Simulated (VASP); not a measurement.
Here is a VASP 6.6.1 calculation.

Contents of INCAR:

```
  PREC = Accurate
  ENCUT = 520
  EDIFF = 1E-7
  ISMEAR = 0
  SIGMA = 0.02
  LREAL = False
  LASPH = True
  NELM = 100
  ALGO = Normal
  ISIF = 3
  LWAVE = False
  LCHARG = False
  GGA = PE
  IBRION = 2
  NSW = 80
  EDIFFG = -0.002
  KPAR = 4
```

KPOINTS

```
Automatic mesh
0
Gamma
  12 12 6
```

File POSCAR:

```
AlN                                     
1.0
    3.1285726999     -0.0000000000     -0.0000000000
   -1.5642863500      2.7094234337      0.0000000000
   -0.0000000000      0.0000000000      5.0164566731
  Al              N             
     2     2
Direct
     0.3333333300000021    0.6666666699999979    0.9992574421912589
     0.6666666699999979    0.3333333300000021    0.4992574421912588
     0.3333333300000021    0.6666666699999979    0.3807425578087438
     0.6666666699999979    0.3333333300000021    0.8807425578087437
```

Potentials or basis: VASP PAW PBE potentials, release 64 (Al, N).

Run with:

```console
$ cat potpaw_PBE.64/Al/POTCAR potpaw_PBE.64/N/POTCAR > POTCAR
$ mpirun -np 4 vasp_std > vasp.out
```

Predict the band gap on the k mesh.

4.06 eV, direct.

Final structure:
```
CELL_PARAMETERS angstrom
3.12857 0.00000 0.00000
-1.56429 2.70942 0.00000
0.00000 0.00000 5.01646
ATOMIC_POSITIONS crystal
Al 0.33333 0.66667 0.99926
Al 0.66667 0.33333 0.49926
N 0.33333 0.66667 0.38074
N 0.66667 0.33333 0.88074
```

Caveat: the relaxation stopped at its first step, so nothing moved. A k mesh can miss the band edges.
